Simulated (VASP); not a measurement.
Input for VASP

KPOINTS:
```
Automatic mesh
0
Gamma
8 8 6
0 0 0
```

### POSCAR
```
NiSb
1.0
  1.9621260000  -3.4300150000   0.0000000000
  1.9621260000   3.4300150000   0.0000000000
  0.0000000000   0.0000000000   5.0886950000
Ni Sb
2 2
Cart
  0.0000000000   0.0000000000   2.5443475000
  0.0000000000   0.0000000000   0.0000000000
  1.9621260000   1.1433406200   1.2721737500
  2.0527252059  -1.1433406200   3.8165212500
```

### INCAR
```
LDAUJ=0 0
SIGMA=0.1   ! width (eV)
EDIFF=1E-6   ! SCF stop (eV)
ALGO=Normal   ! blocked Davidson
LASPH=.TRUE.
ENCUT=400
LREAL=.FALSE.
LDAUU=3.0 0
ISMEAR=1
LDAUL=2 -1
LCHARG=.FALSE.
PREC=Accurate
LORBIT=10
NELM=100   ! most electronic steps
LDAUPRINT=1
ISIF=2   ! forces and stress, cell fixed
LDAU=.TRUE.
SYSTEM=NiSb
LDAUTYPE=2   ! Dudarev
LWAVE=.FALSE.
LMAXMIX=4   ! l cut-off of mixed one-centre charges
GGA=PE   ! PBE
```

POTCAR, in this order: Ni Sb (PBE.64 set). Program: vasp_std.

Q: Write an equivalent input for Ansatz.

A: One equivalent input (not run):
Ansatz 0.2 input:
```yaml
crystal:
  lattice:
    - [1.9621260, -3.4300150, 0.0000000]
    - [1.9621260, 3.4300150, 0.0000000]
    - [0.0000000, 0.0000000, 5.0886950]
  atoms:
    - { symbol: Ni, position: [0.0000000, 0.0000000, 0.5000000] }
    - { symbol: Ni, position: [0.0000000, 0.0000000, 0.0000000] }
    - { symbol: Sb, position: [0.3333330, 0.6666670, 0.2500000] }
    - { symbol: Sb, position: [0.6897540, 0.3564200, 0.7500000] }
kpoints:
  mp_grid: { grid: [8, 8, 6] }
hamiltonian:
  xc: pbe
  pseudopotentials: { kind: paw }
  hubbard:
    sites:
      - { species: Ni, l: d, u_eff: 3 }
scf:
  occupations: { method: methfessel_paxton, width: 0.1 }
  max_iter: 100
output: { forces: true, stress: true, eigenvalues: true }
```
Limits of the translation: each code has its own PAW files, so the cut-off isn't converted (ENCUT is set for VASP's; basis.ecutwfc is left out, and Ansatz then takes the one that its files recommend); Ansatz stops its SCF on the density residual and VASP on the energy change (EDIFF); the +U projectors differ, so the same U acts differently.

The compound is NiSb in the NiAs type structure. The cell was not relaxed at this level, atoms are displaced from their ideal sites. The run is one of a series of settings (LDAU = .TRUE., LDAUJ = 0 0, LDAUL = 2 -1, LDAUTYPE = 2, LDAUU = 3.0 0 against the base run), some of them coarse on purpose.
